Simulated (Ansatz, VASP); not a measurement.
## Two plane-wave programs on Zr3SeS2

```
Zr Se S
1.0
     3.11738   -5.66768    0.00000
     3.11738    5.66768    0.00000
     0.00000    0.00000    3.85074
Zr Se S
3 1 2
Direct
  0.00000 0.50000 0.00000
  0.50000 0.00000 0.00000
  0.50000 0.50000 0.50000
  0.00000 0.00000 0.50000
  0.28153 0.71847 0.50000
  0.71847 0.28153 0.50000
```

Alike in both runs: functional PBE; k mesh 4 × 4 × 4; occupations gaussian, width 0.1 eV; no spin polarisation.

Ansatz relaxed the structure, and its values are those at the end. VASP's run is a single point on that final structure, the one shown.

|  | VASP | Ansatz |
| --- | --- | --- |
| version | VASP 6.6.1 | Ansatz 0.2.0 |
| potentials or method | VASP PAW PBE potentials, release 64 (Zr_sv, Se, S) | scalar-relativistic, plane waves, PAW |
| plane-wave cutoff (eV) | 520 | 420 |
| valence electrons in the cell | 54 | 64 |

|  | VASP | Ansatz | Ansatz less VASP |
| --- | --- | --- | --- |
| gap on the k mesh at the Fermi level (eV) | none | none | - |
| pressure (GPa) | 0.0 | 0.0 | -0.01 |

A gap of «none» marks a metal or a gap that the smearing closes. The two sets of potentials don't hold the same shells in valence.

Caveats: the k mesh is coarse (spacing up to 0.41 Å⁻¹), so the values aren't converged.
